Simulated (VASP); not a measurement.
Consider the following.

CdS has the cubic space group F-43m (No. 216), the zinc blende structure, Pearson symbol cF8. Conventional cell: a = 5.8649 Å, b = 5.8649 Å, c = 5.8649 Å, α = 90.00°, β = 90.00°, γ = 90.00°. Cd on 4a is coordinated by 4 S at 2.540 Å (tetrahedral). S on 4d is surrounded by 4 Cd at 2.540 Å (tetrahedral). (Neighbours: up to the widest gap in distance over summed covalent radii, below 1.35, at either atom; cation-cation and far metal-metal contacts left out.)
(The calculation used a cell of 2 atoms; values per cell refer to that cell.)

All values below come from PBE GGA with D4 dispersion, VASP's PBE PAW potentials (set 64) (plane waves; VASP). Numerical set-up: 520 eV cut-off, 8×8×8 Γ-centred mesh, Gaussian smearing of 0.050 eV, potentials Cd S.

Q: Give the energy at these volumes per atom, relative to the lowest: 23.69, 24.45, 25.21, 25.96, 26.72 Å³.

A: 19.0, 4.6, 0.0, 3.8, 14.7 meV/atom. A third-order Birch-Murnaghan fit gives B0 = 58.9 GPa and B0′ = 4.6.

Measured: a 5.832 Å (computed value off by +0.6 %), as given by arXiv:1206.3780. The calculation is for a static lattice, while the measured a holds thermal and zero-point effects, which are part of the difference.

The compound is CdS in the zinc blende structure, a metastable form; wurtzite is the usual one. It was relaxed first.
